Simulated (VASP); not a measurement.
An input for Quantum ESPRESSO's pw.x (written as the equivalent of a VASP run, and not itself run):

```
&CONTROL
  calculation = 'vc-relax'
  pseudo_dir = './pseudo'
  outdir = './out'
  tprnfor = .true.
  tstress = .true.
  nstep = 60
  forc_conv_thr = 0.00039
/
&SYSTEM
  ibrav = 0
  nat = 2
  ntyp = 2
  ecutwfc = 90
  occupations = 'smearing'
  smearing = 'methfessel-paxton'
  degauss = 0.00735
  input_dft = 'pbesol'
  nspin = 2
  starting_magnetization(1) = 0.4
/
&ELECTRONS
  conv_thr = 7.3e-08
  electron_maxstep = 100
/
&IONS
/
&CELL
/
ATOMIC_SPECIES
  Fe 55.845 Fe.upf
  Al 26.982 Al.upf
CELL_PARAMETERS angstrom
     0.0000000    2.9213920    2.9213920
     2.9213920    0.0000000    2.9213920
     2.9213920    2.9213920    0.0000000
ATOMIC_POSITIONS crystal
  Fe   0.0000000  0.0000000  0.0000000
  Al   0.2500000  0.2500000  0.2500000
K_POINTS automatic
  10 10 10 0 0 0
```

Q: Write the VASP files for the same calculation (PBEsol).

A: Several could match; the one computed here: 
INCAR:
```
SYSTEM  =  FeAl
PREC  =  Accurate; ENCUT  =  400; LREAL  =  .FALSE.
LASPH  =  .TRUE.
EDIFF  =  1E-6; NELM  =  100; ALGO  =  Normal
LMAXMIX  =  4
ISMEAR  =  1; SIGMA  =  0.1
GGA  =  PS
MAGMOM  =  4.0 0.0
ISPIN  =  2
IBRION  =  2; NSW  =  60; ISIF  =  3
EDIFFG  =  -0.01
LWAVE  =  .FALSE.; LCHARG  =  .FALSE.; LORBIT  =  10
```

KPOINTS:
```
kpoints
0
Gamma
10 10 10
0 0 0
```

File POSCAR:
```
FeAl
1
    0.0000000000     2.9213920000     2.9213920000
    2.9213920000     0.0000000000     2.9213920000
    2.9213920000     2.9213920000     0.0000000000
Fe Al
1 1
Direct
  0.0000000000   0.0000000000   0.0000000000
  0.2500000000   0.2500000000   0.2500000000
```

POTCAR, in this order: Fe Al (PBE.64 set). Program: vasp_std.

The two are equivalent in intent, not identical: the potentials are each code's own (VASP's PAW set, PseudoDojo norm-conserving files in pw.x), so ENCUT and ecutwfc are chosen apart and not converted; conv_thr bounds pw.x's estimated SCF error, while EDIFF bounds the energy change between steps; starting_magnetization is a fraction of the valence charge and MAGMOM a moment in μB, so they match only roughly; forc_conv_thr acts on force components and is met together with etot_conv_thr.

The structure was generated: FeAl was put into the zinc blende type (F-43m), which need not be its known phase. This run relaxes it. Symmetry was kept, so distortions that lower it aren't found.
